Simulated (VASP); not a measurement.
# CO on Pt(100): which site?, part 4 of 7

Where does CO sit on Pt(100), and how strongly does it bind?

VASP 6.6.1, plane waves and PAW; the level of theory is named at each step.

So far. Step 4 (Surface relaxation): The run ended after 7 ionic steps, 0.123 eV below its first step, once the forces on the free atoms met EDIFFG = -0.03. Step 5 (Vacuum level and density of states): The vacuum level lies 5.66 eV above the Fermi level at the upper face; both faces agree, as the slab has next to no dipole.

**6. Relaxing the adsorbate, site ontop**

This step: PBEsol; plane waves and PAW (Pt, C, O) (VASP 6.6.1).

System of this step: Pt16CO (Pt(100)). The cell holds 18 atoms: 16 Pt, 1 C and 1 O. Cell: a = 5.538 Å, b = 5.538 Å, c = 20.874 Å, α = 90.0°, β = 90.0°, γ = 90.0°. It derives from Pt. CO over the ontop site of Pt(100). Vacuum lies along c.

The adsorbate starts over a high-symmetry site, and it relaxes with the upper layers within that symmetry.

Input file INCAR:

```
SYSTEM = Pt16CO
PREC = Normal
ENCUT = 440
EDIFF = 1E-05
NELM = 120
ISMEAR = 1
SIGMA = 0.15
LREAL = Auto
ALGO = Fast
GGA = PS
NBANDS = 105
LASPH = .TRUE.
LORBIT = 11
LWAVE = .FALSE.
LCHARG = .FALSE.
KPAR = 2
NCORE = 2
IBRION = 2
NSW = 50
ISIF = 2
EDIFFG = -0.03
POTIM = 0.4
MAXMIX = 40
IDIPOL = 3
LDIPOL = .TRUE.
DIPOL = 0.5 0.5 0.527
```

Input file POSCAR:

```
Pt16CO
1.0
    5.5379213700      0.0000000000      0.0000000000
    0.0000000000      5.5379213700      0.0000000000
    0.0000000000      0.0000000000     20.8738526316
Pt C O
16 1 1
Selective dynamics
Direct
    0.2500000000      0.2500000000      0.3593011900  F F F
    0.7500000000      0.2500000000      0.3593011900  F F F
    0.2500000000      0.7500000000      0.3593011900  F F F
    0.7500000000      0.7500000000      0.3593011900  F F F
    0.0000000000      0.0000000000      0.4531004000  F F F
    0.5000000000      0.0000000000      0.4531004000  F F F
    0.0000000000      0.5000000000      0.4531004000  F F F
    0.5000000000      0.5000000000      0.4531004000  F F F
    0.2500000000      0.2500000000      0.5449528600  T T T
    0.7500000000      0.2500000000      0.5449528600  T T T
    0.2500000000      0.7500000000      0.5449528600  T T T
    0.7500000000      0.7500000000      0.5449528600  T T T
    0.0000000000      0.0000000000      0.6351123000  T T T
    0.5000000000      0.0000000000      0.6351123000  T T T
    0.0000000000      0.5000000000      0.6351123000  T T T
    0.5000000000      0.5000000000      0.6351123000  T T T
    0.0000000000      0.0000000000      0.7261352700  T T T
    0.0000000000      0.0000000000      0.7812281200  T T T
```

Input file KPOINTS:

```
Automatic mesh
0
Gamma
4 4 1
0 0 0
```

PAW data sets: Pt, C and O (PBE family, release 64).

The run is started by

```sh
> mpirun -np 4 vasp_std
```

Output:

```text
[banner, memory and clock lines left out]
running    4 mpi-ranks, on    1 nodes
[...]
[... a notice as in an earlier step ...]

 LDA part: xc-table for (Slater+PW92), standard interpolation
 POSCAR, INCAR and KPOINTS ok, starting setup
[...]
entering main loop
       N       E                     dE             d eps       ncg     rms          rms(c)
DAV:   1     0.108468025675E+04    0.10847E+04   -0.71025E+04  1260   0.123E+03
DAV:   2    -0.460802430024E+02   -0.11308E+04   -0.10551E+04  1496   0.278E+02
DAV:   3    -0.125635925090E+03   -0.79556E+02   -0.73472E+02  1478   0.691E+01
DAV:   4    -0.128504849279E+03   -0.28689E+01   -0.27892E+01  1647   0.129E+01
[...]
RMM:  29    -0.119865914222E+03   -0.12545E-04   -0.95158E-07   340   0.232E-03    0.370E-03
RMM:  30    -0.119865926318E+03   -0.12096E-04   -0.80205E-07   390   0.233E-03    0.130E-03
RMM:  31    -0.119865932006E+03   -0.56878E-05   -0.21756E-07   221   0.177E-03
   1 F= -.11986593E+03 E0= -.11987067E+03  d E =-.119866E+03
[... from here on, the cycles between the ionic steps are left out ...]
   2 F= -.11960966E+03 E0= -.11960988E+03  d E =0.256273E+00
   5 F= -.11998565E+03 E0= -.11998723E+03  d E =-.578825E-01
   9 F= -.12000808E+03 E0= -.12000981E+03  d E =-.157580E-01
  13 F= -.12003537E+03 E0= -.12003607E+03  d E =-.259544E-01
  17 F= -.12005346E+03 E0= -.12005247E+03  d E =-.118232E-01
  21 F= -.12006414E+03 E0= -.12006265E+03  d E =-.106339E-01
  25 F= -.12007475E+03 E0= -.12007375E+03  d E =-.682315E-02
  29 F= -.12007810E+03 E0= -.12007758E+03  d E =-.196149E-02
  33 F= -.12008135E+03 E0= -.12008100E+03  d E =-.325385E-02
  37 F= -.12008317E+03 E0= -.12008266E+03  d E =-.182109E-02
  41 F= -.12008401E+03 E0= -.12008365E+03  d E =-.651212E-03
  45 F= -.12008406E+03 E0= -.12008374E+03  d E =-.698162E-03
  49 F= -.12008436E+03 E0= -.12008404E+03  d E =-.308794E-03
  50 F= -.12008441E+03 E0= -.12008407E+03  d E =-.430195E-04
[...]
trial-energy change:   -0.000043  1 .order   -0.000062   -0.000070   -0.000055
 step:   0.1161(harm=  0.1359)  dis= 0.00175  next Energy=  -120.084528 (dE=-0.164E-03)
```

Run time: 11 min. Hardware: 4 MPI ranks of Intel Xeon 6975P-C (Granite Rapids), shared host; peak memory 1.2 GiB.

OUTCAR, selected parts (step 6):

```text
 dipolmoment           0.000000      0.000000     -0.000694 electrons x Angstroem

 k-point     1 :       0.0000    0.0000    0.0000
  band No.  band energies     occupation
    ...
     77       0.7437      2.02996
     78       0.7437      2.02996
     79       0.7515      2.01166
     80       0.8664      1.17537
     81       0.8745      1.08431
     82       1.0118     -0.00983
     83       1.1072     -0.05516
     84       1.1072     -0.05516
     85       1.3335     -0.00018
     86       1.4199     -0.00000
    ...

  Total      -12.2578191    -12.2578191     -3.9057755      0.0000000      0.0000000      0.0000000
  in kB      -30.6780398    -30.6780398     -9.7751106      0.0000000      0.0000000      0.0000000
  external PRESSURE =     -23.7103967 kB  Pullay stress =       0.0000000 kB

 POSITION                                       TOTAL-FORCE (eV/Angst)
 -----------------------------------------------------------------------------------
      1.38448      1.38448      7.50000         0.020911      0.020911      0.522512
      4.15344      1.38448      7.50000        -0.020911      0.020911      0.522512
      1.38448      4.15344      7.50000         0.020911     -0.020911      0.522512
      4.15344      4.15344      7.50000        -0.020911     -0.020911      0.522512
      0.00000      0.00000      9.45795         0.000000     -0.000000     -0.602804
      2.76896      0.00000      9.45795         0.000000     -0.000000     -0.345620
      0.00000      2.76896      9.45795         0.000000     -0.000000     -0.345620
      2.76896      2.76896      9.45795         0.000000     -0.000000     -0.861086
      1.37166      1.37166     11.38483        -0.002158     -0.002158     -0.013078
      4.16626      1.37166     11.38483         0.002158     -0.002158     -0.013078
      1.37166      4.16626     11.38483        -0.002158      0.002158     -0.013078
      4.16626      4.16626     11.38483         0.002158      0.002158     -0.013078
      0.00000      0.00000     13.48358         0.000000      0.000000      0.106565
      2.76896      0.00000     13.24098         0.000000     -0.000000     -0.027190
[...]
-----------------------------------------------------------------------------------
    total drift:                                0.000000      0.000000     -0.068290

  FREE ENERGIE OF THE ION-ELECTRON SYSTEM (eV)
  ---------------------------------------------------
  free  energy   TOTEN  =      -120.0844076240 eV

  energy  without entropy=     -120.0833891885  energy(sigma->0) =     -120.08406815

 vacuum level on the upper side and lower side of the slab         6.289         6.348

[... 7 parts as in an earlier step ...]

[... 12 further parts left out ...]
[key lines of the parts left out:]
E-fermi :   0.8820
```

CONTCAR:

```
Pt16CO
   1.00000000000000
     5.5379213700000003    0.0000000000000000    0.0000000000000000
     0.0000000000000000    5.5379213700000003    0.0000000000000000
     0.0000000000000000    0.0000000000000000   20.8738526315999984
  Pt              C               O
    16     1     1
Selective dynamics
Direct
     0.2500000000000000    0.2500000000000000    0.3593011899999965   F   F   F
     0.7500000000000000    0.2500000000000000    0.3593011899999965   F   F   F
     0.2500000000000000    0.7500000000000000    0.3593011899999965   F   F   F
     0.7500000000000000    0.7500000000000000    0.3593011899999965   F   F   F
     0.0000000000000000    0.0000000000000000    0.4531003999999967   F   F   F
     0.5000000000000000    0.0000000000000000    0.4531003999999967   F   F   F
     0.0000000000000000    0.5000000000000000    0.4531003999999967   F   F   F
     0.5000000000000000    0.5000000000000000    0.4531003999999967   F   F   F
     0.2476847058175042    0.2476847058175042    0.5454108543430671   T   T   T
     0.7523152941824955    0.2476847058175042    0.5454108543430671   T   T   T
     0.2476847058175042    0.7523152941824955    0.5454108543430671   T   T   T
     0.7523152941824955    0.7523152941824955    0.5454108543430671   T   T   T
     0.0000000000000000    0.0000000000000000    0.6459553756743928   T   T   T
     0.5000000000000000    0.0000000000000000    0.6343333874825697   T   T   T
     0.0000000000000000    0.5000000000000000    0.6343333874825697   T   T   T
     0.5000000000000000    0.5000000000000000    0.6356208685897422   T   T   T
     0.0000000000000000    0.0000000000000000    0.7335750792592990   T   T   T
     0.0000000000000000    0.0000000000000000    0.7889832776746194   T   T   T
```

The steps of the relaxation (22 of 50):

```
step  energy less that of the first step (eV)  largest force (eV/Å)
   1                                   0.0000                2.6062
   3                                  -0.0618                1.9459
   6                                  -0.1260                1.2620
   8                                  -0.1320                0.7990
  10                                  -0.1329                1.3677
  13                                  -0.1694                0.8352
  15                                  -0.1757                1.1428
  17                                  -0.1875                0.3614
  20                                  -0.1942                0.2807
  22                                  -0.2015                0.3793
  24                                  -0.2042                0.6405
  27                                  -0.2102                0.2262
  29                                  -0.2122                0.3900
  31                                  -0.2149                0.1726
  34                                  -0.2156                0.0973
  36                                  -0.2167                0.0899
  38                                  -0.2174                0.1427
  41                                  -0.2181                0.1176
  43                                  -0.2181                0.1042
  45                                  -0.2181                0.0985
  48                                  -0.2184                0.1835
  50                                  -0.2185                0.1270
```

The atoms that moved most (Å):

| atom | dx | dy | dz | length |
| --- | --- | --- | --- | --- |
| Pt13 | 0.000 | 0.000 | 0.226 | 0.226 |
| O18 | 0.000 | 0.000 | 0.162 | 0.162 |
| C17 | 0.000 | 0.000 | 0.155 | 0.155 |
| Pt12 | 0.013 | 0.013 | 0.010 | 0.021 |
| Pt10 | 0.013 | -0.013 | 0.010 | 0.021 |
| Pt11 | -0.013 | 0.013 | 0.010 | 0.021 |
| Pt9 | -0.013 | -0.013 | 0.010 | 0.021 |
| Pt14 | 0.000 | 0.000 | -0.016 | 0.016 |

The relaxed structure:

```xyz
18
Lattice="5.5379 0.0000 0.0000 0.0000 5.5379 0.0000 0.0000 0.0000 20.8739" Properties=species:S:1:pos:R:3
Pt    1.3845    1.3845    7.5000
Pt    4.1534    1.3845    7.5000
Pt    1.3845    4.1534    7.5000
Pt    4.1534    4.1534    7.5000
Pt    0.0000    0.0000    9.4580
Pt    2.7690    0.0000    9.4580
Pt    0.0000    2.7690    9.4580
Pt    2.7690    2.7690    9.4580
Pt    1.3717    1.3717   11.3848
Pt    4.1663    1.3717   11.3848
Pt    1.3717    4.1663   11.3848
Pt    4.1663    4.1663   11.3848
Pt    0.0000    0.0000   13.4836
Pt    2.7690    0.0000   13.2410
Pt    0.0000    2.7690   13.2410
Pt    2.7690    2.7690   13.2679
C     0.0000    0.0000   15.3125
O     0.0000    0.0000   16.4691
```

The run used up its steps with a largest force of 0.13 eV/Å at its last finished step, so it is continued.

[end of part 4 of 7]

[Lines on the potential files, build, host, timing and source positions are cut from VASP's logs without a mark.]

[Logs are printed without paths, hosts, clocks, repeated set-up lines and the standing remarks that a program may print on its own settings, such as how far it seeks lower states.]

[Hosts, paths, dates, database ids (printed as entryN), source tags and the programs' standing remarks are cut or masked in the printed files.]

[Runs that stopped without an error message from VASP are left out.]
